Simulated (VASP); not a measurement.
Data:

```yaml
crystal:
  lattice:
    - [0.00000, 2.97431, 2.97431]
    - [2.97431, 0.00000, 2.97431]
    - [2.97431, 2.97431, 0.00000]
  atoms:
    - { symbol: Li, position: [0.25000, 0.25000, 0.25000] }
    - { symbol: Li, position: [0.75000, 0.75000, 0.75000] }
    - { symbol: Se, position: [0.00000, 0.00000, 0.00000] }
```

Computed with PBEsol GGA, VASP's PBE PAW potentials (set 64) (plane waves; VASP 6.6.1). Settings: 520 eV cut-off, Gaussian smearing of 0.050 eV, potentials Li_sv Se.

Problem. What does the run give for the band gap (along the path) with the smallest direct gap where there is one?

Solution. 
```yaml
band gap (along the path): 2.81 eV
smallest direct gap (along the path): 3.36 eV
```

Only differences to runs with the same potentials and settings are physical.

The compound is Li2Se in the antifluorite structure. It was relaxed first.
